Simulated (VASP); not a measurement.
```yaml
crystal:
  lattice:
    - [0.00000, 2.71550, 2.71550]
    - [2.71550, 0.00000, 2.71550]
    - [2.71550, 2.71550, 0.00000]
  atoms:
    - { symbol: Si, position: [0.00000, 0.00000, 0.00000] }
    - { symbol: Si, position: [0.25000, 0.25000, 0.25000] }
```

Method: PW91 GGA, VASP's PBE PAW potentials (set 64) (plane waves; VASP). Settings: 400 eV cut-off, 8×8×8 Γ-centred mesh, Gaussian smearing of 0.050 eV, potentials Si.

Task: Give the stress tensor in GPa (positive for a compressed cell).

Result: 
```
1.93  0.00  0.00
0.00  1.93  0.00
0.00  0.00  1.93
```
The pressure is its mean diagonal, 1.93 GPa.

The compound is Si in the diamond structure. The cell was not relaxed at this level. The run is one of a series of settings (GGA = 91 against the base run), some of them coarse on purpose.
